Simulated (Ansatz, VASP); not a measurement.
YB: VASP beside Ansatz

```xyz
2
Lattice="1.8058 1.0426 3.3745 -1.8058 1.0426 3.3745 0.0000 -2.0852 3.3745" Properties=species:S:1:pos:R:3 pbc="T T T"
Y     0.0000    0.0000    5.0617
B     0.0000    0.0000    0.0000
```

Alike in both runs: functional PBE; k mesh 15 × 15 × 15; occupations gaussian, width 0.1 eV; no spin polarisation.

Ansatz relaxed the structure, and its values are those at the end. VASP's run is a single point on that final structure, the one shown.

|  | VASP | Ansatz |
| --- | --- | --- |
| version | VASP 6.6.1 | Ansatz 0.2.0 |
| potentials or method | VASP PAW PBE potentials, release 64 (Y_sv, B) | scalar-relativistic, plane waves, PAW |
| plane-wave cutoff (eV) | 520 | 420 |
| valence electrons in the cell | 14 | 14 |

```tsv
	VASP	Ansatz	Ansatz less VASP
gap on the k mesh at the Fermi level (eV)	none	none	-
pressure (GPa)	-0.1	0.0	+0.11
```

A gap of «none» marks a metal or a gap that the smearing closes. The functional is the same, so the differences come from potentials, cutoffs and numerics.
